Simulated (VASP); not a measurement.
```yaml
crystal:
  lattice:
    - [-1.76292, 1.76292, 1.76292]
    - [1.76292, -1.76292, 1.76292]
    - [1.76292, 1.76292, -1.76292]
  atoms:
    - { symbol: Hf, position: [0.00000, 0.00000, 0.00000] }
```

Method: r2SCAN+rVV10, VASP's PBE PAW potentials (set 64) (plane waves; VASP). Settings: 400 eV cut-off, 16×16×16 Γ-centred mesh, tetrahedra with Blöchl corrections, potentials Hf_pv.

Unless said otherwise, spin-orbit coupling is left out, though it shifts the bands of the heavy elements here.

Q: Predict the energy per atom (σ→0), band gap (over mesh and band path) with the smallest direct gap where there is one.

A: 
```
Item                                                                   Value
----------------------------------  ----------------------------------------
band gap (over mesh and band path)  none (metal, semimetal or under 0.01 eV)
energy per atom (σ→0)                                        -44.766 eV/atom
```

The structure comes from a measured Hf entry (Im-3m) of the Crystallography Open Database, whose conditions weren't checked. It was relaxed first, which changed the volume by -7 %.
